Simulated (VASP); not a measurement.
All values below come from PBEsol GGA, VASP's PBE PAW potentials (set 64) (plane waves; VASP).

VASP ran on this input.

POSCAR:
```
InSb
1
    0.0000000000     3.2917143014     3.2917143014
    3.2917143014     0.0000000000     3.2917143014
    3.2917143014     3.2917143014     0.0000000000
In Sb
1 1
Direct
  0.0000000000   0.0000000000   0.0000000000
  0.2500000000   0.2500000000   0.2500000000
```

### INCAR
```
! general
SYSTEM  = InSb
PREC    = Accurate
ENCUT   = 520
LREAL   = .FALSE.   ! projection in real space or not
LASPH   = .TRUE.

! electronic loop
EDIFF   = 1E-7   ! SCF stop (eV)
NELM    = 100
ALGO    = Normal   ! blocked Davidson
LMAXMIX = 4   ! l cut-off of mixed one-centre charges

! smearing
ISMEAR  = 1   ! Methfessel-Paxton
SIGMA   = 0.1

! functional
GGA     = PS   ! PBEsol

! ions
ISIF    = 2   ! forces and stress, cell fixed

! output
LWAVE   = .FALSE.
LCHARG  = .FALSE.
```

**KPOINTS**
```
Automatic mesh
0
Gamma
10 10 10
0 0 0
```

POTCAR, in this order: In_d Sb (PBE.64 set). Program: vasp_std.

What VASP printed:

File OUTCAR:
```
 ion  position               nearest neighbor table
   1  0.000  0.000  0.000-   2 2.85   2 2.85   2 2.85   2 2.85
   2  0.250  0.250  0.250-   1 2.85   1 2.85   1 2.85   1 2.85
  LATTYP: Found a face centered cubic cell.
 ALAT       =     6.5834286028
 Subroutine PRICEL returns:
 Original cell was already a primitive cell.
 Subroutine GETGRP returns: Found 24 space group operations
The static configuration has the point symmetry T_d .
The dynamic configuration has the point symmetry T_d .
 Subroutine INISYM returns: Found 24 space group operations
 Subroutine IBZKPT returns following result:
 Found     47 irreducible k-points:

 Following reciprocal coordinates:
            Coordinates               Weight
  0.000000  0.000000  0.000000      1.000000
  0.100000  0.000000  0.000000      8.000000
  0.200000  0.000000  0.000000      8.000000
  0.300000  0.000000  0.000000      8.000000
  0.400000  0.000000  0.000000      8.000000
  0.500000  0.000000  0.000000      4.000000
  0.100000  0.100000  0.000000      6.000000
  0.200000  0.100000  0.000000     24.000000
  0.300000  0.100000  0.000000     24.000000
...
```

OSZICAR:
```
       N       E                     dE             d eps       ncg     rms          rms(c)
DAV:   1     0.109590637406E+03    0.10959E+03   -0.79043E+03  1222   0.134E+03
DAV:   2    -0.312908881805E+00   -0.10990E+03   -0.10729E+03  1262   0.308E+02
DAV:   3    -0.762017168365E+01   -0.73073E+01   -0.72684E+01  1602   0.862E+01
DAV:   4    -0.781755311605E+01   -0.19738E+00   -0.19728E+00  1417   0.167E+01
DAV:   5    -0.782733807541E+01   -0.97850E-02   -0.97848E-02  1841   0.308E+00    0.375E+00
DAV:   6    -0.771316344665E+01    0.11417E+00   -0.20267E-01  1664   0.811E+00    0.213E+00
DAV:   7    -0.769266817520E+01    0.20495E-01   -0.70024E-02  1600   0.308E+00    0.602E-01
DAV:   8    -0.769193374268E+01    0.73443E-03   -0.74332E-03  1644   0.117E+00    0.251E-01
DAV:   9    -0.769231728579E+01   -0.38354E-03   -0.69690E-04  1372   0.279E-01    0.684E-02
DAV:  10    -0.769232788654E+01   -0.10601E-04   -0.35333E-05  1703   0.510E-02    0.342E-02
DAV:  11    -0.769235185115E+01   -0.23965E-04   -0.39559E-05  1312   0.534E-02    0.221E-02
DAV:  12    -0.769235228248E+01   -0.43133E-06   -0.10055E-06  1372   0.857E-03    0.688E-03
DAV:  13    -0.769235239994E+01   -0.11746E-06   -0.68214E-07  1367   0.799E-03    0.355E-03
DAV:  14    -0.769235236746E+01    0.32485E-07   -0.31608E-08  1021   0.111E-03
   1 F= -.76923524E+01 E0= -.76924404E+01  d E =0.264034E-03
```

**OUTCAR**
```
------------------------ aborting loop because EDIFF is reached ----------------------------------------
  FORCE on cell =-STRESS in cart. coord.  units (eV):
  Direction    XX          YY          ZZ          XY          YZ          ZX
  --------------------------------------------------------------------------------------
  Total       -0.5173743     -0.5173743     -0.5173743     -0.0000000      0.0000000     -0.0000000
  in kB      -11.6203460    -11.6203460    -11.6203460     -0.0000000      0.0000000     -0.0000000
  external PRESSURE =     -11.6203460 kB  Pullay stress =       0.0000000 kB
  volume of cell :       71.33
      direct lattice vectors                 reciprocal lattice vectors
     0.000000000  3.291714301  3.291714301    -0.151896536  0.151896536  0.151896536
     3.291714301  0.000000000  3.291714301     0.151896536 -0.151896536  0.151896536
     3.291714301  3.291714301  0.000000000     0.151896536  0.151896536 -0.151896536
  FREE ENERGIE OF THE ION-ELECTRON SYSTEM (eV)
  ---------------------------------------------------
  free  energy   TOTEN  =        -7.6923523675 eV

  energy  without entropy=       -7.6926164015  energy(sigma->0) =       -7.69244038
```
(Selected blocks of OUTCAR.)

The compound is InSb in the zinc blende structure. This cell is one point of a volume scan, at 1.03 of the reference volume.
